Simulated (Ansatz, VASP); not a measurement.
## One calculation of CS2, 3 ways

```
CELL_PARAMETERS angstrom
3.64579 -2.99431 0.00000
3.64579 2.99431 0.00000
0.00000 0.00000 9.85126
ATOMIC_POSITIONS crystal
S 0.18152 0.81848 0.88687
S 0.31848 0.68152 0.38687
S 0.68152 0.31848 0.61313
S 0.81848 0.18152 0.11313
C 0.50000 0.50000 0.50000
C 0.00000 0.00000 0.00000
```

The cell comes from a database or a generator and needn't be the stable form of this composition.

Alike in all runs: task single point; functional PBEsol; k mesh 6 × 6 × 3; occupations fermi-dirac, width 0.05 eV; no spin polarisation; no spin-orbit coupling. Pressure is positive in compression and, in plane waves, holds the error of the finite cutoff, which Ansatz's Pulay term estimates and takes out.

```json
{"program and potentials": "Ansatz, Ansatz PAW", "plane-wave cutoff (eV)": "420", "notes": "potentials made for PBE, which Ansatz adapts in part; Pulay term of +0.05 GPa included", "pressure (GPa)": "-0.05", "largest force (eV/Å)": "0.085"}
{"program and potentials": "Ansatz, all-electron LAPW, scalar-relativistic", "plane-wave cutoff (eV)": "-", "notes": "-", "pressure (GPa)": "-0.11", "largest force (eV/Å)": "0.048"}
{"program and potentials": "VASP, PBE PAW files C, S, 520 eV", "plane-wave cutoff (eV)": "520", "notes": "potentials made for PBE", "pressure (GPa)": "-0.42", "largest force (eV/Å)": "0.133"}
```

Force on atom 1 (S), eV/Å:

```csv
program and potentials,x,y,z
"Ansatz, Ansatz PAW",0.000,-0.059,-0.062
"Ansatz, all-electron LAPW, scalar-relativistic",0.000,-0.033,-0.035
"VASP, PBE PAW files C, S, 520 eV",0.000,0.093,0.095
```

The pressure spans -0.42 (VASP, PBE PAW files C, S, 520 eV) to -0.05 GPa (Ansatz, Ansatz PAW), with all-electron results at -0.11.

The functional is the same throughout but for its coding, so the spread measures potentials, basis and numerics; runs on potential files found faulty are left out.
